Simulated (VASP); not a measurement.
Crystal: CO, in a box.

```
CELL_PARAMETERS angstrom
11.46642 0.00000 0.00000
0.00000 11.96642 0.00000
0.00000 0.00000 12.46642
ATOMIC_POSITIONS crystal
C 0.52198 0.51620 0.46124
O 0.47738 0.49181 0.53989
```

Base run:

| Property | Result |
| --- | --- |
| Program | VASP 6.6.1 |
| Functional | PBEsol |
| Potentials or basis | VASP PAW PBE potentials, release 64 (C, O) |
| Cutoff | 400 eV |
| k mesh | 1 × 1 × 1 |
| Occupations | gaussian, width 0.01 eV |
| Spin | no spin polarisation |

Its results: gap between the frontier levels 6.87 eV; largest force 0.211 eV/Å.

Question: The run is repeated on the same cell with these changes: functional from PBEsol to optB86b-vdW. What comes out?

Answer: Gap between the frontier levels 6.92 eV; largest force 0.130 eV/Å.

Caveats: the standard files for N, O and F lose accuracy on very short bonds; the PAW data sets were made with another functional, which shifts forces and pressure a little.

A k mesh can miss the band edges.

Not every run made on this cell is shown here.
